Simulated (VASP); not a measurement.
Here is a VASP 6.6.1 calculation.

INCAR

```
ALGO     = Normal         # electronic algorithm
EDIFF    = 1E-7           # SCF threshold, eV
EDIFFG   = -0.04          # ionic threshold
ENCUT    = 600            # plane-wave cutoff, eV
GGA      = PE             # functional
IBRION   = 2              # ionic algorithm
ISIF     = 3              # what is computed and relaxed
ISMEAR   = 0              # smearing method
LASPH    = True           # aspherical terms in the spheres
LCHARG   = False          # write CHGCAR
LREAL    = False          # projectors in reciprocal space
LWAVE    = False          # write WAVECAR
NELM     = 100            # most SCF steps
NSW      = 90             # ionic steps
PREC     = Accurate       # precision mode
SIGMA    = 0.1            # smearing width, eV
```

Contents of KPOINTS:

```
k-points
0
Gamma
  6 6 6
```

POSCAR

```
MgC2
1.0
    0.0000000000      2.6786626600      2.6786626600
    2.6786626600      0.0000000000      2.6786626600
    2.6786626600      2.6786626600      0.0000000000
Mg C
1 2
Direct
    0.5000000000      0.5000000000      0.5000000000
    0.7500000000      0.7500000000      0.7500000000
    0.2500000000      0.2500000000      0.2500000000
```

Potentials or basis: VASP PAW PBE potentials, release 64 (Mg, C).

Launch:

```sh
$ cat potpaw_PBE.64/Mg/POTCAR potpaw_PBE.64/C/POTCAR > POTCAR
$ mpirun -np 1 vasp_std > vasp.out
```

Q: Predict the band gap on the k mesh.

A: None (metal or under the smearing width).

Q: Estimate the space group after relaxing (to 0.05 Å).

A: Fm-3m (No. 225).

Q: What does it give for the relaxed volume?

A: 11.12 Å³/atom.

Final structure:
```xyz
3
Lattice="0.0000 2.5552 2.5552 2.5552 0.0000 2.5552 2.5552 2.5552 0.0000" Properties=species:S:1:pos:R:3 pbc="T T T"
Mg    2.5552    2.5552    2.5552
C     3.8328    3.8328    3.8328
C     1.2776    1.2776    1.2776
```
